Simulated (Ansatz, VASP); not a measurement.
# Cross-check of WC (Qusongite) between VASP and Ansatz, part 2 of 2

Aim: how closely do two programs agree when they are given the same cell, functional and k mesh? The structure shown is the end of the Ansatz relaxation below.

VASP 6.6.1 and Ansatz 0.2.0.

So far. Step 3 (VASP: single point, LDA, pair 1): The run ends at a pressure of 57.67 GPa.

## 6. VASP: single point, LDA, pair 2 (continued)

Level of this step: LDA; plane waves and PAW (C, W) (VASP).

Numbers of over 12 decimals in the logs are rounded to 6 here.

OUTCAR, selected parts (step 6):

```text
  Total        5.0336042      5.0336042      5.1406909     -0.0000000     -0.0000000      0.0000000
  in kB      432.6712299    432.6712299    441.8760284     -0.0000000     -0.0000000      0.0000000
  external PRESSURE =     435.7394961 kB  Pullay stress =       0.0000000 kB

 POSITION                                       TOTAL-FORCE (eV/Angst)
 -----------------------------------------------------------------------------------
      1.39916      0.80781      1.37428         0.000000      0.000000      0.000000
      0.00000      0.00000      0.00000        -0.000000      0.000000      0.000000
 -----------------------------------------------------------------------------------
    total drift:                               -0.000000      0.000000      0.000000

  FREE ENERGIE OF THE ION-ELECTRON SYSTEM (eV)
  ---------------------------------------------------
  free  energy   TOTEN  =       -24.6073131065 eV

  energy  without entropy=      -24.6072162526  energy(sigma->0) =      -24.60728082

[... 1 part as in an earlier step ...]

[... 2 further parts left out ...]
[key lines of the parts left out:]
E-fermi :   9.6767
```

The run ends at a pressure of 43.57 GPa.

## 7. Differences

What differs besides the data sets and the points named for the pairs above, as far as they apply: the data sets hold 18 valence electrons in Ansatz (on its PAW soft_1 files) and 10 in VASP. Total energies have different zeros and are not compared.

Both answers:

```tsv
quantity	Ansatz	VASP	difference
pressure (GPa)	41.87	43.57	-1.70
```

## 8. Ansatz: relaxation, LDA

This run makes the geometry at which the two programs are then compared. The cell compared in this pair holds 19.04 Å³, against 18.64 Å³ for the pair before.

The structure compared here is the end of the Ansatz relaxation.

input.yaml reads:

```yaml
crystal:
  lattice:
    - [2.8217333361, 0.0, 0.0]
    - [-1.4108666681, 2.4436927517, 0.0]
    - [0.0, 0.0, 2.7619072159]
  atoms:
    - { symbol: C, position: [0.6666666667, 0.3333333333, 0.5] }
    - { symbol: W, position: [0.0, 0.0, 0.0] }
kpoints:
  mp_grid: { grid: [18, 18, 16] }
hamiltonian:
  xc: lda
  pseudopotentials: { kind: paw, azcp: { folder: soft_1 }, xc_functional: pbe }
scf:
  occupations: { method: methfessel_paxton, width: 0.2 }
output:
  forces: true
  stress: true
  eigenvalues: true
relax:
  adjacent_minimum: "off"
  f_tol: 0.001
  max_steps: 60
  cell: { stress_tol: 0.01, fix: [volume] }
```

Run with:

```bash
> ansatz run input.yaml --threads 4 --pin off --max-ram 10240MiB --backend cpu --events-out ev --progress --plain --runs-dir out
```

Output:

```text
[...]
Crystal: 2 atoms, lattice volume = 19.045 Å³
Basis set: ecut = 420 eV, 393 PW (Γ)
Bands: 13, of which v1, the nominal top of the filled ones, is band 9 counted from 1 (8 counted from 0)
Symmetry: 12 space group operations
[...]
k-points: 333 of 5184 (time reversal used)
[...]
k-point 332: bands = [... 5 lower, 14.2252, 16.5178, 20.6982, 21.4962, 27.1187, 29.6223, 30.6804, 32.2664]
--- Relaxed structure (3 steps of the walk, 2 accepted, 1 SCFs on fresh bases) ---
[...]
cell:  # Å, volume = 19.0446 Å³
    - [2.820088, 2.885069052847944e-11, 0]
    - [-1.410044, 2.442268, 0]
    - [0, 0, 2.765130]
  atoms:
    - { symbol: C, position: [0.666667, 0.333333, 0.5] }
    - { symbol: W, position: [-3.700743415524895e-17, 0, 0] }
[key lines of the parts left out:]
SCF converged after 4 iterations
Free energy (F): -10374.073124 eV
Fermi energy:    22.222171 eV
P = ⅓ Tr σ = 29.7061 GPa (297.061 kbar)
```

## 9. VASP: single point, LDA, pair 3

The same cell, functional (in two slightly different forms), mesh and smearing now go to VASP, with its own data sets.

INCAR reads:

```
SYSTEM = WC
PREC = Accurate
ENCUT = 600
EDIFF = 1E-06
NELM = 120
ISMEAR = 1
SIGMA = 0.2
LREAL = .FALSE.
ALGO = Normal
GGA = PW92
NBANDS = 11
LASPH = .TRUE.
LORBIT = 11
LWAVE = .FALSE.
LCHARG = .FALSE.
ISIF = 2
GGA_COMPAT = .FALSE.
KPAR = 2
```

POSCAR reads:

```
WC
1.0
    2.8200883082      0.0000000000      0.0000000000
   -1.4100441541      2.4422681158      0.0000000000
    0.0000000000      0.0000000000      2.7651303344
C W
1 1
Direct
    0.6666666667      0.3333333333      0.5000000000
    0.0000000000      1.0000000000      0.0000000000
```

KPOINTS reads:

```
Automatic mesh
0
Gamma
18 18 16
0 0 0
```

The projector-augmented-wave data sets are C and W (LDA family, release 64).

Run with:

```bash
> mpirun -np 2 vasp_std
```

Output:

```text
[... set-up lines as in an earlier step ...]
 entering main loop
       N       E                     dE             d eps       ncg     rms          rms(c)
DAV:   1     0.257556605603E+02    0.25756E+02   -0.55903E+03  7326   0.937E+02
DAV:   2    -0.260222548374E+02   -0.51778E+02   -0.49660E+02  8651   0.209E+02
DAV:   3    -0.278662502272E+02   -0.18440E+01   -0.18299E+01  9050   0.335E+01
DAV:   4    -0.278752186474E+02   -0.89684E-02   -0.89668E-02  7982   0.276E+00
[...]
DAV:  10    -0.247016223317E+02    0.24498E-04   -0.63027E-04  8277   0.217E-01    0.156E-01
DAV:  11    -0.247016133500E+02    0.89817E-05   -0.49695E-05  8531   0.514E-02    0.703E-03
DAV:  12    -0.247016126029E+02    0.74714E-06   -0.22292E-06  4871   0.110E-02
   1 F= -.24701613E+02 E0= -.24701581E+02  d E =-.954767E-04
```

From OUTCAR (step 9):

```text
  Total        3.6445123      3.6445123      3.7323433     -0.0000000      0.0000000      0.0000000
  in kB      306.6043714    306.6043714    313.9933976     -0.0000000      0.0000000      0.0000000
  external PRESSURE =     309.0673801 kB  Pullay stress =       0.0000000 kB

 POSITION                                       TOTAL-FORCE (eV/Angst)
 -----------------------------------------------------------------------------------
      1.41004      0.81409      1.38257         0.000000      0.000000      0.000000
      0.00000      0.00000      0.00000        -0.000000     -0.000000      0.000000
 -----------------------------------------------------------------------------------
    total drift:                               -0.000000      0.000000      0.000000

  FREE ENERGIE OF THE ION-ELECTRON SYSTEM (eV)
  ---------------------------------------------------
  free  energy   TOTEN  =       -24.7016126029 eV

  energy  without entropy=      -24.7015171262  energy(sigma->0) =      -24.70158078

[... 1 part as in an earlier step ...]

[... 2 further parts left out ...]
[key lines of the parts left out:]
E-fermi :   9.3899
```

The run ends at a pressure of 30.91 GPa.

## 10. Comparison

What differs besides the data sets and the points named for the pairs above, as far as they apply: the data sets hold 18 valence electrons in Ansatz (on its PAW soft_1 files) and 10 in VASP. Total energies have different zeros and are not compared.

Both answers:

```tsv
quantity	Ansatz	VASP	difference
pressure (GPa)	29.71	30.91	-1.20
```

## 11. Summary of results

| Item | Value |
| --- | --- |
| difference in pressure (single point, LDA, pair 1) | -2.3 GPa |
| difference in pressure (single point, LDA, pair 2) | -1.7 GPa |
| difference in pressure (single point, LDA, pair 3) | -1.2 GPa |

What this shows: The difference in pressure is -2.3 GPa (single point, LDA, pair 1), beyond the 1 GPa picked in this series as the mark of a large difference. The data sets hold unlike numbers of valence electrons (18 in Ansatz and 10 in VASP), so part of the differences comes from the potentials. 5 further runs of this series are not shown here. Such differences can come from data sets, numerical settings and the points named under the comparisons, not from the functional's error against experiment.

[Lines on the potential files, build, host, timing and source positions are cut from VASP's logs without a mark.]

[Logs are printed without paths, hosts, clocks, repeated set-up lines and the standing remarks that a program may print on its own settings, such as how far it seeks lower states.]

[Hosts, paths, dates, database ids (printed as entryN), source tags and the programs' standing remarks are cut or masked in the printed files.]
